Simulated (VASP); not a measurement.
```xyz
2
Lattice="-3.1196 3.1196 1.6822 3.1196 -3.1196 1.6822 3.1196 3.1196 -1.6822" Properties=species:S:1:pos:R:3 pbc="T T T"
Sn     3.1196     0.0000     0.8411
Sn     0.0000     0.0000     0.0000
```

Level of theory: vdW-DF2, VASP's PBE PAW potentials (set 64) (plane waves; VASP). Settings: 520 eV cut-off, Gaussian smearing of 0.050 eV, potentials Sn_d.

Problem. Give the energies of bands 11 to 17 at the high-symmetry points, in eV from the Fermi level.

Solution. 
```json
[
 {"band": "11", "Γ": "-9.89", "X": "-8.09", "M": "-7.29", "Z": "-6.52", "P": "-5.94", "N": "-6.70"},
 {"band": "12", "Γ": "-4.50", "X": "-8.09", "M": "-7.29", "Z": "-5.60", "P": "-5.94", "N": "-5.09"},
 {"band": "13", "Γ": "-1.52", "X": "0.58", "M": "-3.65", "Z": "-2.19", "P": "-2.64", "N": "-2.30"},
 {"band": "14", "Γ": "-1.52", "X": "0.58", "M": "-3.65", "Z": "-2.11", "P": "-2.64", "N": "-1.30"},
 {"band": "15", "Γ": "3.77", "X": "1.22", "M": "4.53", "Z": "-2.11", "P": "2.93", "N": "-0.77"},
 {"band": "16", "Γ": "5.05", "X": "1.22", "M": "4.53", "Z": "2.01", "P": "2.93", "N": "2.31"},
 {"band": "17", "Γ": "5.05", "X": "5.21", "M": "7.25", "Z": "5.06", "P": "3.03", "N": "2.71"}
]
```

It has no gap at this level: it comes out as a metal or semimetal.

The compound is Sn in the beta structure. It was relaxed first, which changed the volume by +21 %.
